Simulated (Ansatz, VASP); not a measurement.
**Cross-check of KBr between VASP and Ansatz**

Wanted: the spread between two codes on one cell, functional and k mesh. The cell is taken from a series of runs on this material, whose earlier steps may have relaxed, scaled, displaced or heated it; both programs get it as it stands.

Program: Ansatz 0.2.0. Level of theory: plane waves, with VASP 6.6.1 beside it; relaxation of cell and atoms at LDA. Results are calculated unless marked as measured.

## (1) The starting structure

The structure is cubic, space group Fm-3m (No. 225). Conventional cell: a = 6.375 Å, b = 6.375 Å, c = 6.375 Å, α = 90.00°, β = 90.00°, γ = 90.00°. K has 6 Br at 3.19 Å nearest. Br has 6 K at 3.19 Å nearest. Farther neighbours and most contacts between anions are not listed.

## (2) VASP: relaxation of cell and atoms, LDA

The relaxed volume is the usual yardstick between codes: in a stiff, nearly cubic crystal its relative difference is about their pressure difference at one cell divided by the bulk modulus.

Lines of VASP's logs that name or quote its potential files are left out, and so is its time.

INCAR

```
SYSTEM = KBr
PREC = Accurate
ENCUT = 500
EDIFF = 1E-07
NELM = 120
ISMEAR = 0
SIGMA = 0.02
LREAL = .FALSE.
ALGO = Normal
GGA = CA
NBANDS = 14
LORBIT = 11
LWAVE = .FALSE.
LCHARG = .FALSE.
ISIF = 3
IBRION = 2
NSW = 80
EDIFFG = -0.005
LASPH = .TRUE.
GGA_COMPAT = .FALSE.
NELMIN = 4
EFERMI = MIDGAP
```

POSCAR

```
KBr
1.0
    0.0000000000      3.1875610000      3.1875610000
    3.1875610000      0.0000000000      3.1875610000
    3.1875610000      3.1875610000      0.0000000000
K Br
1 1
Direct
    0.0000000000      0.0000000000      0.0000000000
    0.5000000000      0.5000000000      0.5000000000
```

KPOINTS

```
Automatic mesh
0
Gamma
6 6 6
0 0 0
```

The projector-augmented-wave data sets are K_sv and Br (LDA family, release 64).

The run is started by

```
mpirun -np 1 vasp_std
```

Numbers of over 12 decimals in the logs are rounded to 6 here.

Log:

```text
[banner, memory and clock lines left out]
running    1 mpi-ranks, on    1 nodes
 distrk:  each k-point on    1 cores,    1 groups
 distr:  one band on    1 cores,    1 groups

 POSCAR found type information on POSCAR K Br
 POSCAR found :  2 types and       2 ions
 LDA part: xc-table for (Slater(with rela. corr.)+CA(PZ))
 , standard interpolation
 POSCAR, INCAR and KPOINTS ok, starting setup
 FFT: planning ... GRIDC
 FFT: planning ... GRID_SOFT
 FFT: planning ... GRID
 WAVECAR not read
 entering main loop
       N       E                     dE             d eps       ncg     rms          rms(c)
DAV:   1     0.103605871283E+03    0.10361E+03   -0.67741E+03   448   0.982E+02
DAV:   2    -0.245012079525E+00   -0.10385E+03   -0.95974E+02   576   0.264E+02
DAV:   3    -0.672936693354E+01   -0.64844E+01   -0.64441E+01   616   0.545E+01
DAV:   4    -0.700438316365E+01   -0.27502E+00   -0.27491E+00   690   0.102E+01
DAV:   5    -0.700594700961E+01   -0.15638E-02   -0.15638E-02   604   0.797E-01    0.403E+00
DAV:   6    -0.685527577985E+01    0.15067E+00   -0.19743E-01   538   0.234E+00    0.290E+00
DAV:   7    -0.683402012802E+01    0.21256E-01   -0.78791E-02   562   0.163E+00    0.128E+00
DAV:   8    -0.683450745209E+01   -0.48732E-03   -0.89991E-03   570   0.759E-01    0.184E-01
DAV:   9    -0.683450150238E+01    0.59497E-05   -0.18430E-04   632   0.901E-02    0.741E-02
DAV:  10    -0.683456121326E+01   -0.59711E-04   -0.68501E-05   496   0.458E-02    0.336E-02
DAV:  11    -0.683455994309E+01    0.12702E-05   -0.58442E-06   586   0.173E-02    0.467E-03
DAV:  12    -0.683456020359E+01   -0.26050E-06   -0.29293E-07   514   0.414E-03    0.917E-04
DAV:  13    -0.683456020807E+01   -0.44756E-08   -0.12460E-08   356   0.799E-04
   1 F= -.68345602E+01 E0= -.68345602E+01  d E =-.683456E+01
 curvature:   0.00 expect dE= 0.000E+00 dE for cont linesearch  0.000E+00
 trial: gam= 0.00000 g(F)=  0.124E-60 g(S)=  0.406E-04 ort = 0.000E+00 (trialstep = 0.100E+01)
 search vector abs. value=  0.406E-04
 bond charge predicted
       N       E                     dE             d eps       ncg     rms          rms(c)
DAV:   1    -0.683488198204E+01   -0.32178E-03   -0.63782E-03   604   0.754E-01    0.106E-01
DAV:   2    -0.683464517035E+01    0.23681E-03   -0.55966E-04   554   0.199E-01    0.434E-02
DAV:   3    -0.683458647563E+01    0.58695E-04   -0.18695E-04   798   0.105E-01    0.351E-02
DAV:   4    -0.683458779076E+01   -0.13151E-05   -0.31745E-06   762   0.135E-02    0.146E-02
DAV:   5    -0.683458813151E+01   -0.34076E-06   -0.53827E-06   764   0.115E-02    0.228E-03
DAV:   6    -0.683458809246E+01    0.39048E-07   -0.64491E-08   358   0.257E-03
   2 F= -.68345881E+01 E0= -.68345881E+01  d E =-.278844E-04
 trial-energy change:   -0.000028  1 .order   -0.000027   -0.000041   -0.000014
 step:   1.4413(harm=  1.5278)  dis= 0.00000  next Energy=    -6.834591 (dE=-0.310E-04)
 reached required accuracy - stopping structural energy minimisation
```

From OUTCAR (step 2):

```text
ion  position               nearest neighbor table
   1  0.000  0.000  0.000-   2 3.19   2 3.19   2 3.19   2 3.19   2 3.19   2 3.19
   2  0.500  0.500  0.500-   1 3.19   1 3.19   1 3.19   1 3.19   1 3.19   1 3.19

  LATTYP: Found a face centered cubic cell.
 ALAT       =     6.3751220000

 Subroutine GETGRP returns: Found 48 space group operations
 (whereof 48 operations were pure point group operations)

The static configuration has the point symmetry O_h .

 Found     16 irreducible k-points:

   k-points           NKPTS =     16   k-points in BZ     NKDIM =     16   number of bands    NBANDS=     14

   dimension x,y,z NGX =    36 NGY =   36 NGZ =   36
   dimension x,y,z NGXF=    72 NGYF=   72 NGZF=   72

   ENCUT  =  500.0 eV  36.75 Ry    6.06 a.u.   8.22  8.22  8.22*2*pi/ulx,y,z

   NELECT =      16.0000    total number of electrons

 k-points in reciprocal lattice and weights: Automatic mesh
   0.00000000  0.00000000  0.00000000       0.005
   0.16666667  0.00000000  0.00000000       0.037
   0.33333333  0.00000000  0.00000000       0.037
   0.50000000  0.00000000  0.00000000       0.019
   0.16666667  0.16666667  0.00000000       0.028
   0.33333333  0.16666667  0.00000000       0.111
   0.50000000  0.16666667  0.00000000       0.111
  -0.33333333  0.16666667  0.00000000       0.111
  -0.16666667  0.16666667  0.00000000       0.056
[...]
-0.33333333  0.33333333  0.16666667       0.111
  -0.33333333  0.50000000  0.16666667       0.056

 average (electrostatic) potential at core
       1 -35.6179       2 -70.5413

 E-fermi :   0.6983

 k-point     1 :       0.0000    0.0000    0.0000
  band No.  band energies     occupation
    ...
      4     -12.4021      2.00000
      5     -12.4021      2.00000
      6      -1.4613      2.00000
      7      -1.4613      2.00000
      8      -1.4613      2.00000
      9       2.8580      0.00000
     10       5.8787      0.00000
     11       5.8787      0.00000
     12       5.8787      0.00000
     13       6.8244      0.00000
    ...

 k-point     2 :       0.1667    0.0000    0.0000
  band No.  band energies     occupation
    ...
      4     -12.4041      2.00000
      5     -12.3226      2.00000
      6      -1.9324      2.00000
      7      -1.5829      2.00000
      8      -1.5829      2.00000
      9       3.6051      0.00000
     10       5.7477      0.00000
     11       6.2415      0.00000
     12       6.2415      0.00000
     13       7.2531      0.00000
    ...

 k-point     3 :       0.3333    0.0000    0.0000
  band No.  band energies     occupation
    ...
      4     -12.4080      2.00000
      5     -12.1749      2.00000
      6      -2.6435      2.00000
      7      -1.8069      2.00000
      8      -1.8069      2.00000
      9       4.6790      0.00000
     10       6.2110      0.00000
     11       7.2146      0.00000
     12       7.2146      0.00000
     13       8.3149      0.00000
    ...

  Total        0.0081783      0.0081783      0.0081783     -0.0000000      0.0000000      0.0000000
  in kB        0.2019400      0.2019400      0.2019400     -0.0000000      0.0000000      0.0000000
  external PRESSURE =       0.2019400 kB  Pullay stress =       0.0000000 kB

  energy-cutoff  :      500.00
  volume of cell :       64.89
      direct lattice vectors                 reciprocal lattice vectors
    -0.000000000  3.189381202  3.189381202    -0.156770222  0.156770222  0.156770222
     3.189381202  0.000000000  3.189381202     0.156770222 -0.156770222  0.156770222
     3.189381202  3.189381202 -0.000000000     0.156770222  0.156770222 -0.156770222

 POSITION                                       TOTAL-FORCE (eV/Angst)
 -----------------------------------------------------------------------------------
      3.18938      3.18938      6.37876        -0.000000     -0.000000      0.000000
      3.18938      3.18938      3.18938         0.000000      0.000000     -0.000000
 -----------------------------------------------------------------------------------
    total drift:                                0.000000      0.000000      0.000000

  FREE ENERGIE OF THE ION-ELECTRON SYSTEM (eV)
  ---------------------------------------------------
  free  energy   TOTEN  =        -6.8345880925 eV

  energy  without entropy=       -6.8345880925  energy(sigma->0) =       -6.83458809

 reached required accuracy - stopping structural energy minimisation

 total charge
# of ion       s       p       d       tot
------------------------------------------
    1        1.959   5.565   0.034   7.558
    2        1.601   3.294   0.002   4.897
--------------------------------------------------
tot          3.560   8.859   0.035  12.454

[... 3 further parts left out ...]
```

CONTCAR:

```
KBr
   1.00000000000000
    -0.0000000000000000    3.1893812016704199    3.1893812016704199
     3.1893812016704199    0.0000000000000000    3.1893812016704199
     3.1893812016704199    3.1893812016704199   -0.0000000000000000
  K               Br
     1     1
Direct
     1.0000000000000000    1.0000000000000000    0.0000000000000000
     0.5000000000000000    0.5000000000000000    0.5000000000000000
```

## (3) Ansatz: relaxation of cell and atoms, LDA

Ansatz runs on its default PAW (the set named soft_2) files.

The same cell, functional (in two slightly different forms), mesh and smearing now go to Ansatz, which takes its cutoff from its data sets.

input.yaml

```yaml
crystal:
  lattice:
    - [0.0, 3.1875607726, 3.1875607726]
    - [3.1875607726, 0.0, 3.1875607726]
    - [3.1875607726, 3.1875607726, 0.0]
  atoms:
    - { symbol: K, position: [0.0, 0.0, 0.0] }
    - { symbol: Br, position: [0.5, 0.5, 0.5] }
kpoints:
  mp_grid: { grid: [6, 6, 6] }
hamiltonian:
  xc: lda
scf:
  occupations: { method: gaussian, width: 0.02 }
output:
  forces: true
  stress: true
  eigenvalues: true
  write_density: true
  write_potential: true
  elf: true
  volumetric_format: npy
relax:
  adjacent_minimum: "off"
  f_tol: 0.005
  max_steps: 80
  cell: { stress_tol: 0.05 }
```

The run is started by

```
ansatz run input.yaml --threads 4 --pin off --max-ram 16384MiB --backend cpu --events-out ev --progress --plain --runs-dir out
```

Log:

```text
Engine: ansatz 0.2.0, aarch64-unknown-linux-gnu
Pseudopotentials: kind: paw
Pseudopotential: K, paw, valence charge 9, recommended cutoff 420 eV (normal), K.paw.azcp
Pseudopotential: Br, paw, valence charge 7, recommended cutoff 420 eV (normal), Br.paw.azcp
Functional definition: SPW92
  exchange = slater_x
  correlation = pw_c
Crystal: 2 atoms, lattice volume = 64.775 Å³
Basis set: ecut = 420 eV, 1243 PW (Γ)
Bands: 12, of which v1, the nominal top of the filled ones, is band 8 counted from 1 (7 counted from 0)
Symmetry: 48 space group operations
Space group: Fm-3m (ITA 225), of the structure as read, at distance tolerance 4.0e-5 Å
k-points: 16 of 216
Non-local potential: K, projectors of the file, l = 0: 3, l = 1: 2, l = 2: 2
Non-local potential: Br, projectors of the file, l = 0: 2, l = 1: 2, l = 2: 2
PAW form: soft (Blöchl's): semilocal exchange-correlation on the pseudo side does not see the compensation charge
PAW frozen core: K, regenerated for the run's functional, and the local potential with it (the file was generated under x = pbe(κ = 0.804, μ = 0.219515), c = pbe(β = 0.066725))
PAW frozen core: Br, regenerated for the run's functional, and the local potential with it (the file was generated under x = pbe(κ = 0.804, μ = 0.219515), c = pbe(β = 0.066725))
PAW one-centre angular grid: K, 110 points (default); XC on 64 Gauss nodes
PAW one-centre angular grid: Br, 110 points (default); XC on 64 Gauss nodes
Initial density: superposition of atomic densities (neutral atoms: chi_scale 0, normalization atom), corrected by the library's trained network
Initial wavefunctions: pseudopotential atomic-orbital guess
Functional: x = slater, c = lda
SCF iter   1: F=—  HF=-4193.641363 eV  |F-HF|=—  |Δ(HF+E_count)|=         —  Δρ=4.97e-3  dr2=9.57e-3  ethr=1.77e-3  ⟨swp⟩=6.9  Hψ=1348  notcnv=0
preconditioner: auto → none  [insulator: Δε(μ)=4.280 eV  Ē_g=14.649 eV  σ=0.020 eV  W_gap=1.00  n_scr=14 (ndim 8)  ℏωp=17.3 eV  f_vac=0.041  D(μ)=0.00/eV (n_scr^D=0)  ε∞_Penn≈2.4]
SCF iter   2: F=—  HF=-4193.638369 eV  |F-HF|=—  |Δ(HF+E_count)|=   2.99e-3  Δρ=2.42e-3  dr2=1.80e-3  ethr=5.98e-5  ⟨swp⟩=2.6  Hψ=479  notcnv=0
SCF iter   3: F=—  HF=-4193.637938 eV  |F-HF|=—  |Δ(HF+E_count)|=   4.30e-4  Δρ=2.43e-4  dr2=2.96e-5  ethr=1.12e-5  ⟨swp⟩=1.0  Hψ=192  notcnv=0
SCF iter   4: F=—  HF=-4193.637933 eV  |F-HF|=—  |Δ(HF+E_count)|=   5.45e-6  Δρ=4.04e-5  dr2=1.68e-6  ethr=1.85e-7  ⟨swp⟩=2.0  Hψ=320  notcnv=0
iter 5 did not close the SCF: its close was put off for the readings that it lacked (scf_convergence_deferred on its scf_iter line)
SCF iter   5: F=-4193.637932 eV  HF=-4193.637932 eV  |F-HF|=3.74e-8  |Δ(HF+E_count)|=   5.62e-7  Δρ=1.69e-5  dr2=7.75e-8  ethr=1.05e-8  ⟨swp⟩=2.0  Hψ=290  notcnv=0
SCF iter   6: F=-4193.637932 eV  HF=-4193.637932 eV  |F-HF|=1.53e-8  |Δ(HF+E_count)|=   9.61e-9  Δρ=4.67e-6  dr2=1.83e-8  ethr=4.84e-10  ⟨swp⟩=6.4  Hψ=1173  notcnv=0
SCF 1 converged in 6 iterations: F = -4193.637932 eV  dr2 = 1.83e-8
  greatest PAW one-centre occupation: 0.985 electrons in one spin orbital (limit 2), on the K atom at site 0 (counted from 0), in its partial waves of l = 0
relax step   1: F+E_penalty+E_count = -4193.63793232 eV  Δ(F+E_penalty+E_count) = +0.000e0 eV  max|allowed force component| = 4.142e-29 eV/Å  Δτ_max = 0.0000 Å  P = -0.033 GPa  Ω = 64.775 Å³  (6 SCF iters, dr2 threshold 1.00e-7 eV, accepted)
Initial density: handed on by an earlier stage of this run
Initial wavefunctions: pseudopotential atomic-orbital guess (no wavefunctions were taken with the density)
iter 1 solved again at ethr=6.63e-7 eV; its pass at ethr=3.10e-3 eV (dr2=1.06e-4 eV) is discarded
SCF iter   1: F=—  HF=-4193.637932 eV  |F-HF|=—  |Δ(HF+E_count)|=         —  Δρ=5.07e-6  dr2=1.78e-8  ethr=6.63e-7  ⟨swp⟩=3.1  Hψ=1889  notcnv=0
eigensolver tolerance schedule: the retry pair's looser diagonalisation over-reported the residual by 5973.80 of it (diagonalisation noise at an unbounded share of the residual, at the tolerance the schedule requests for it); recorded, not acted on — ethr = c·dr2/N_el stays at c = 1.0e-1
preconditioner: auto → none  [insulator: Δε(μ)=4.316 eV  Ē_g=14.684 eV  σ=0.020 eV  W_gap=1.00  n_scr=14 (ndim 8)  ℏωp=17.3 eV  f_vac=0.029  D(μ)=0.00/eV (n_scr^D=0)  ε∞_Penn≈2.4]
SCF iter   2: F=—  HF=-4193.637932 eV  |F-HF|=—  |Δ(HF+E_count)|=   1.12e-7  Δρ=8.45e-7  dr2=2.72e-10  ethr=1.11e-10  ⟨swp⟩=3.1  Hψ=414  notcnv=0
SCF iter   3: F=—  HF=-4193.637932 eV  |F-HF|=—  |Δ(HF+E_count)|=  5.64e-11  Δρ=3.90e-7  dr2=4.34e-11  ethr=1.00e-12  ⟨swp⟩=8.2  Hψ=1132  notcnv=0
SCF iter   4: F=-4193.637932 eV  HF=-4193.637932 eV  |F-HF|=2.73e-12  |Δ(HF+E_count)|=  1.00e-11  Δρ=9.60e-8  dr2=2.84e-12  ethr=1.00e-12  ⟨swp⟩=5.8  Hψ=719  notcnv=0
SCF 2 converged in 4 iterations: F = -4193.637932 eV  dr2 = 2.84e-12
relax step   2: F+E_penalty+E_count = -4193.63793232 eV  Δ(F+E_penalty+E_count) = -8.218e-9 eV  max|allowed force component| = 4.155e-29 eV/Å  Δτ_max = 0.0000 Å  P = -0.033 GPa  Ω = 64.775 Å³  stress off target by 3.34e-2 GPa  SCF on the basis re-selected at this cell (its energy is not comparable with the rows above)  (4 SCF iters)
basis re-selected at this cell: Δ(F+E_penalty+E_count) = -8.218e-9 eV, ΔP = -0.000 GPa vs the last step (what re-selecting the basis moved, of the pressure what is left beyond the Pulay correction that the steps carried, after the strain that the cell walked since its last selection, with what the two solves' SCF thresholds leave and, on support functions, any second-order correction that the steps lacked; it is no m [...]
SCF converged after 4 iterations
Free energy (F): -4193.637932 eV
Harris-Foulkes:  -4193.637932 eV  (|F-HF|=2.73e-12)
Internal energy: -4193.637932 eV  (E = F + TS)
E sigma→0 (E₀):  -4193.637932 eV
Fermi energy:    3.700478 eV
--- Per-component energies (eV) ---
  E_band       = -124.308773
  E_kinetic    = 389.100332
  E_local      = -798.979857  (includes V_loc(G=0)·N_el)
  E_nonlocal   = 87.265612
  E_hartree    = 255.334467
  E_xc         = -395.279116
  E_vxc        = -269.749654  (∫ρ·V_xc dr)
  E_paw        = -2903.338528  (= ΣΔE_a)
  E_vpaw       = -42.614119  (= ΣTr[D̂ρ^β])
  E_aug_tail   = -0.000003  (compensation charges beyond the density's cutoff)
  E_ewald      = -828.204850
  E_core_change = 0.464011  (= ΣΔE_core)
  E_smearing   = -0.000000  (= −TS)
  E_closure    = -0.000000  (closes the sum)
  Σ components = -4193.637932   (vs F -4193.637932, Δ=0.00e0)
--- Forces (eV/Å), atoms counted from 1 ---
  atom   1  K     -0.00000000    -0.00000000     0.00000000
  atom   2  Br     0.00000000    -0.00000000    -0.00000000
  max |Σ_I F_I| component: 7.68e-29 eV/Å
--- Stress (GPa, compression-positive) ---
       -0.033351       0.000000       0.000000
        0.000000      -0.033351       0.000000
        0.000000       0.000000      -0.033351
  P = ⅓ Tr σ = -0.0334 GPa (-0.334 kbar)
--- Band table (eV; the first three rows and the last of 16) ---
  k-point 0: bands = [... 4 lower, -9.4063, 1.5424, 1.5424, 1.5424, 5.8585, 8.8947, 8.8947, 8.8947]
  k-point 1: bands = [... 4 lower, -9.3290, 1.0707, 1.4203, 1.4203, 6.6073, 8.7611, 9.2565, 9.2565]
  k-point 2: bands = [... 4 lower, -9.1847, 0.3593, 1.1956, 1.1956, 7.6836, 9.2220, 10.2247, 10.2247]
  k-point 15: bands = [... 4 lower, -9.3373, 0.6986, 0.9380, 1.0038, 7.8182, 9.5778, 9.7964, 10.9263]
--- Relaxed structure (1 steps of the walk, 1 accepted, 1 SCFs on fresh bases) ---
  F+E_penalty+E_count = -4193.63793232 eV   max|allowed force component| = 4.155e-29 eV/Å   (the final SCF, on the basis selected at the relaxed cell)
  cell:  # Å, volume = 64.7747 Å³
    - [0.0, 3.1875607726, 3.1875607726]
    - [3.1875607726, 0.0, 3.1875607726]
    - [3.1875607726, 3.1875607726, 0.0]
  atoms:
    - { symbol: K, position: [0.0, 0.0, 0.0] }
    - { symbol: Br, position: [0.500000, 0.500000, 0.500000] }
```

Reading the cycles: dr2 is the Hartree energy of the density residual (eV), the measure of convergence; HF is the Harris–Foulkes estimate of the energy, which meets the free energy F at convergence.

## (4) Side by side

Known differences besides the potentials themselves: the two LDA forms differ slightly; the cutoff is 420 eV in Ansatz and 500 eV in VASP; VASP's log shows a relativistic correction to its local exchange, Ansatz's none; Ansatz adds a Pulay correction to the stress that steers its cell, VASP none. Total energies have different zeros and are not compared.

Both answers:

| quantity | Ansatz | VASP | difference |
| --- | --- | --- | --- |
| volume (Å³) | 64.77 | 64.89 | -0.17 % |
| edge a after relaxation, in the typed setting (Å) | 4.508 | 4.511 | -0.06 % |

## (5) Summary of results

```json
{
 "difference in volume (relaxation of cell and atoms, LDA)": "-0.17 %"
}
```

The difference in volume is -0.17 % (relaxation of cell and atoms, LDA), within the 1.2 % picked in this series as the mark of a large difference, as far as the stopping tolerances let one tell. 1 further run of this series is not shown here. How closely two codes agree says nothing of how well the functional describes the real material.

[Lines on the potential files, build, host, timing and source positions are cut from VASP's logs without a mark.]

[Logs are printed without paths, hosts, clocks, repeated set-up lines and the standing remarks that a program may print on its own settings, such as how far it seeks lower states.]

[Hosts, paths, dates, database ids (printed as entryN), source tags and the programs' standing remarks are cut or masked in the printed files.]
